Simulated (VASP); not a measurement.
The system is Si2B3.

```xyz
5
Lattice="1.8089 1.0443 5.5882 -1.8089 1.0443 5.5882 0.0000 -2.0887 5.5882" Properties=species:S:1:pos:R:3 pbc="T T T"
Si    0.0000    0.0000    0.0000
Si    0.0000    0.0000    8.3823
B     0.0000   -1.0443    2.7941
B     0.9044    0.5222    2.7941
B    -0.9044    0.5222    2.7941
```

The cell was built by a generator and needn't be a form met in nature.

* Program: VASP 6.6.1
* Task: relaxation of cell and atoms
* Functional: PBE
* Potentials or basis: VASP PAW PBE potentials, release 64 (Si, B)
* Cutoff: 520 eV
* k mesh: 6 × 6 × 6
* Occupations: gaussian, width 0.15 eV
* Spin: no spin polarisation

At the start: pressure 23.5 GPa; volume 12.67 Å³/atom.

Question: How do energy, volume and symmetry change on relaxing?

Answer: Over 10 steps the energy falls by 561.4 meV/atom and the volume is 11.04 Å³/atom (-12.9 %); space group R-3m (No. 166, to 0.05 Å).

Step by step:
```csv
step,energy change (eV),largest force (eV/Å),pressure (GPa),volume (Å³)
1,0.0000,0.0000,23.46,63.34
2,-0.8671,0.0000,-14.50,81.15
3,-1.2542,0.0000,-4.81,73.82
4,-1.5430,0.0000,-5.09,70.62
5,-2.0149,0.0000,-4.74,65.34
6,-2.7733,0.0000,3.41,54.34
7,-2.7659,0.0000,5.73,53.21
8,-2.7740,0.0000,4.19,53.93
9,-2.7924,0.0000,-3.28,56.15
10,-2.8071,0.0000,-0.28,55.19
```

Final structure:
```xyz
5
Lattice="2.0575 1.1879 3.7634 -2.0575 1.1879 3.7634 0.0000 -2.3758 3.7634" Properties=species:S:1:pos:R:3 pbc="T T T"
Si    0.0000    0.0000    0.0000
Si    0.0000    0.0000    5.6451
B     0.0000   -1.1879    1.8817
B     1.0287    0.5939    1.8817
B    -1.0287    0.5939    1.8817
```
